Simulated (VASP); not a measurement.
```yaml
crystal:
  lattice:
    - [1.83090, -3.17121, 0.00000]
    - [1.83090, 3.17121, 0.00000]
    - [0.00000, 0.00000, 5.76300]
  atoms:
    - { symbol: Dy, position: [0.33333, 0.66667, 0.25000] }
    - { symbol: Dy, position: [0.66667, 0.33333, 0.75000] }
```

The base run (VASP): PBE GGA, plane waves, VASP's PBE PAW potentials (set 64). Run with 400 eV cut-off, 10×10×6 Γ-centred mesh, first-order Methfessel-Paxton smearing of 0.10 eV, potentials Dy_3.

The 4f electrons are frozen in the core of the lanthanide potential, so 4f levels, which can set the real gap, and their magnetism are missing.

The base run took about 10 core-seconds. Times come from single runs on busy shared machines, so they are rough: good to a factor of about 2.

Pressures at a finite cut-off, here 400 eV, hold a Pulay part, which wasn't tested here.

```csv
setting,cost over the base run,electronic steps,pressure (GPa)
IVDW = 12,within a factor of 2,11,-3.66
IVDW = 13,within a factor of 2,11,-2.94
GGA = RE,within a factor of 2,12,-0.61
base run,reference,11,-1.82
GGA = RP,within a factor of 2,12,-0.17
GGA = AM,within a factor of 2,11,-3.52
"GGA removed, LMIXTAU = .TRUE., METAGGA = TPSS",[?],[?],[?]
```

**Question.** What belongs in the gaps?

**Answer.** 
- GGA removed, LMIXTAU = .TRUE., METAGGA = TPSS, cost over the base run: about 7 times
- GGA removed, LMIXTAU = .TRUE., METAGGA = TPSS, electronic steps: 22
- GGA removed, LMIXTAU = .TRUE., METAGGA = TPSS, pressure (GPa): -2.85

Left out are runs that failed, have no time on record or changed the cell.

The compound is Dy in the hcp structure. The cell was not relaxed at this level.
